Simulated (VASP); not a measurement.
Consider the following.

```cif
data_Pd4
_chemical_formula_sum 'Pd4'
_space_group_name_H-M_alt 'Fm-3m'
_space_group_IT_number 225
_space_group_name_Hall '-F 4 2 3'
_cell_length_a 3.93815
_cell_length_b 3.93815
_cell_length_c 3.93815
_cell_angle_alpha 90.000
_cell_angle_beta 90.000
_cell_angle_gamma 90.000
loop_
_atom_site_label
_atom_site_type_symbol
_atom_site_symmetry_multiplicity
_atom_site_Wyckoff_symbol
_atom_site_fract_x
_atom_site_fract_y
_atom_site_fract_z
_atom_site_occupancy
Pd1 Pd 4 a 0.00000 0.00000 0.00000 1
```
(The calculation used a cell of 1 atom; values per cell refer to that cell.)

Method: PBE GGA, VASP's PBE PAW potentials (set 64) (plane waves; VASP 6.6.1). Numerical set-up: 480 eV cut-off, 14×14×14 Γ-centred mesh, first-order Methfessel-Paxton smearing of 0.10 eV, potentials Pd.

Each relaxation starts from this cell; other phases were not tried.

Task: The cell is relaxed at 10 GPa. What happens?

Result: The volume per atom goes from 15.27 to 14.54 Å³ (-4.8 %), and the cell becomes a = b = c = 3.8747 Å, α = β = γ = 90.00°, space group Fm-3m.

Task: The cell is relaxed at 15 GPa. What happens?

Result: The volume per atom goes from 15.27 to 14.23 Å³ (-6.8 %), and the cell becomes a = b = c = 3.847 Å, α = β = γ = 90.00°, space group Fm-3m.

Failed runs are left out, and for metals the shear rows, which the mesh's noise covers.

The compound is Pd in the fcc structure.
